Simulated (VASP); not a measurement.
The system is MnF2.

```
Mn F
1.0
     4.87380    0.00000    0.00000
     0.00000    4.87380    0.00000
     0.00000    0.00000    3.31070
Mn F
2 4
Direct
  0.00000 0.00000 0.00000
  0.50000 0.50000 0.50000
  0.30530 0.30530 0.00000
  0.19470 0.80530 0.50000
  0.69470 0.69470 0.00000
  0.80530 0.19470 0.50000
```

Base run:

| Property | Result |
| --- | --- |
| Program | VASP 6.6.1 |
| Functional | PBE |
| Potentials or basis | VASP PAW PBE potentials, release 64 (Mn_pv, F) |
| Cutoff | 600 eV |
| k mesh | 6 × 6 × 8 |
| Occupations | gaussian, width 0.03 eV |
| Spin | collinear spin, ferromagnetic start |
| Starting moments | [5.0, 5.0, 0.0, 0.0, 0.0, 0.0] μB |

Its results: band gap on the k mesh 1.12 eV, direct; pressure 3.6 GPa; net moment 10.00 μB per cell; site moments Mn +4.59; F +0.09 μB; largest force 0.044 eV/Å.

**Question.** The run is repeated on the same cell with these changes: hubbard terms from none to Mn d U = 3.9 eV. What comes out?

**Answer.** Band gap on the k mesh 2.42 eV, direct; pressure 4.7 GPa; net moment 10.00 μB per cell; site moments Mn +4.69; F +0.06 μB; largest force 0.053 eV/Å.

The U term pushes filled and empty states of the shell apart.

Caveats: only a ferromagnetic start was run, and an antiferromagnetic order may lie lower in energy.

A k mesh can miss the band edges.

Not every run made on this cell is shown here.
